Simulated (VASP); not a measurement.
Method: revPBE GGA, VASP's PBE PAW potentials (set 64) (plane waves; VASP).

VASP ran on this input.

INCAR:
```
! general
SYSTEM   =  Zr
PREC     =  Accurate
ENCUT    =  520   ! plane-wave cut-off (eV)
LREAL    =  F   ! projection in real space or not
LASPH    =  T   ! aspherical one-centre terms

! electronic loop
EDIFF    =  1E-7   ! SCF stop (eV)
NELM     =  100
ALGO     =  Normal   ! blocked Davidson
LMAXMIX  =  4

! smearing
ISMEAR   =  -5

! functional
GGA      =  RE

! ions
ISIF     =  2   ! forces and stress, cell fixed

! output
LWAVE    =  F
LCHARG   =  T
LORBIT   =  11
NEDOS    =  601
```

**POSCAR**
```
Zr
1
    1.6255383889    -2.8155150239     0.0000000000
    1.6255383889     2.8155150239     0.0000000000
    0.0000000000     0.0000000000     5.2036148484
Zr
2
Direct
  0.3333330000   0.6666670000   0.2500000000
  0.6666670000   0.3333330000   0.7500000000
```

**KPOINTS**
```
kpoints
0
G
  14 14 8
0 0 0
```

POTCAR, in this order: Zr_sv (PBE.64 set). Program: vasp_std.

The resulting files:

**OSZICAR**
```
       N       E                     dE             d eps       ncg     rms          rms(c)
DAV:   1     0.219062378758E+03    0.21906E+03   -0.13636E+04  3840   0.149E+03
DAV:   2    -0.269697171908E+01   -0.22176E+03   -0.21995E+03  4840   0.415E+02
DAV:   3    -0.168014135451E+02   -0.14104E+02   -0.14062E+02  7352   0.783E+01
DAV:   4    -0.170570380975E+02   -0.25562E+00   -0.25519E+00  4120   0.118E+01
DAV:   5    -0.170647530227E+02   -0.77149E-02   -0.77124E-02  6216   0.133E+00    0.134E+01
DAV:   6    -0.164716016160E+02    0.59315E+00   -0.97848E-01  3952   0.878E+00    0.518E+00
DAV:   7    -0.163571300962E+02    0.11447E+00   -0.63489E-01  5336   0.620E+00    0.113E+00
DAV:   8    -0.163645607533E+02   -0.74307E-02   -0.43849E-02  5064   0.171E+00    0.299E-01
DAV:   9    -0.163647660684E+02   -0.20532E-03   -0.22583E-03  4416   0.517E-01    0.423E-02
DAV:  10    -0.163647052304E+02    0.60838E-04   -0.62003E-05  5792   0.544E-02    0.249E-02
DAV:  11    -0.163647047603E+02    0.47007E-06   -0.13771E-05  4288   0.461E-02    0.462E-03
DAV:  12    -0.163647051225E+02   -0.36218E-06   -0.47205E-07  4672   0.510E-03    0.320E-03
DAV:  13    -0.163647047649E+02    0.35754E-06   -0.55027E-08  2536   0.260E-03    0.115E-03
DAV:  14    -0.163647046719E+02    0.93052E-07   -0.14325E-08  2656   0.152E-03
   1 F= -.16364705E+02 E0= -.16364705E+02  d E =0.000000E+00
```

File OUTCAR:
```
------------------------ aborting loop because EDIFF is reached ----------------------------------------
  FORCE on cell =-STRESS in cart. coord.  units (eV):
  Direction    XX          YY          ZZ          XY          YZ          ZX
  --------------------------------------------------------------------------------------
  Total       -0.0261521     -0.0261521     -0.0307680      0.0000000      0.0000000     -0.0000000
  in kB       -0.8796852     -0.8796852     -1.0349506      0.0000000      0.0000000     -0.0000000
  external PRESSURE =      -0.9314403 kB  Pullay stress =       0.0000000 kB
  volume of cell :       47.63
      direct lattice vectors                 reciprocal lattice vectors
     1.625538389 -2.815515024  0.000000000     0.307590398 -0.177587403  0.000000000
     1.625538389  2.815515024  0.000000000     0.307590398  0.177587403  0.000000000
     0.000000000  0.000000000  5.203614848     0.000000000  0.000000000  0.192174100
 POSITION                                       TOTAL-FORCE (eV/Angst)
 -----------------------------------------------------------------------------------
      1.62554      0.93851      1.30090         0.000000     -0.000000      0.000000
      1.62554     -0.93851      3.90271        -0.000000      0.000000      0.000000
 -----------------------------------------------------------------------------------
    total drift:                               -0.000149      0.001136     -0.000019
  FREE ENERGIE OF THE ION-ELECTRON SYSTEM (eV)
  ---------------------------------------------------
  free  energy   TOTEN  =       -16.3647046719 eV

  energy  without entropy=      -16.3647046719  energy(sigma->0) =      -16.36470467

 total charge

# of ion       s       p       d       tot
------------------------------------------
    1        2.227   5.962   1.598   9.787
    2        2.227   5.962   1.598   9.787
--------------------------------------------------
tot          4.454  11.924   3.196  19.574
```
(Selected blocks of OUTCAR.)

**OUTCAR**
```
 val. band max:        8.8853293198   @ k =   0.0714   0.0714   0.1250

 cond. band min:       8.7859919165   @ k =   0.2143   0.2143   0.5000


 Fermi energy:         8.8376445331

 k-point     1 :       0.0000    0.0000    0.0000
  band No.  band energies     occupation
      1     -40.1014      2.00000
      2     -39.9640      2.00000
      3     -18.5797      2.00000
      4     -17.7689      2.00000
      5     -17.7689      2.00000
      6     -17.6576      2.00000
      7     -17.6408      2.00000
      8     -17.6408      2.00000
      9       3.1951      2.00000
     10       5.8380      2.00000
     11       9.6807      0.00000
     12       9.6807      0.00000
     13       9.7713      0.00000
     14       9.8383      0.00000
     15      10.3405      0.00000
     16      10.3405      0.00000

 k-point     2 :       0.0714    0.0000    0.0000
  band No.  band energies     occupation
      1     -40.0961      2.00000
      2     -39.9617      2.00000
      3     -18.5653      2.00000
      4     -17.8012      2.00000
      5     -17.7794      2.00000
      6     -17.6744      2.00000
      7     -17.6636      2.00000
      8     -17.6451      2.00000
      9       3.3351      2.00000
     10       5.9668      2.00000
     11       9.3167     -0.09361
     12       9.5694      0.00000
     13       9.8099      0.00000
     14      10.0547      0.00000
     15      10.2230      0.00000
     16      10.4617      0.00000

 k-point     3 :       0.1429    0.0000    0.0000
  band No.  band energies     occupation
      1     -40.0810      2.00000
      2     -39.9555      2.00000
      3     -18.5234      2.00000
      4     -17.8918      2.00000
      5     -17.8083      2.00000
      6     -17.7667      2.00000
      7     -17.6819      2.00000
      8     -17.6580      2.00000
      9       3.7363      2.00000
     10       6.3132      2.00000
     11       8.8346      1.28511
     12       8.9416      0.68026
     13       9.8875      0.00000
...
```

For a metal the tetrahedron method with Blöchl corrections gives inexact stress and forces.

The compound is Zr in the hcp structure. It was relaxed first.
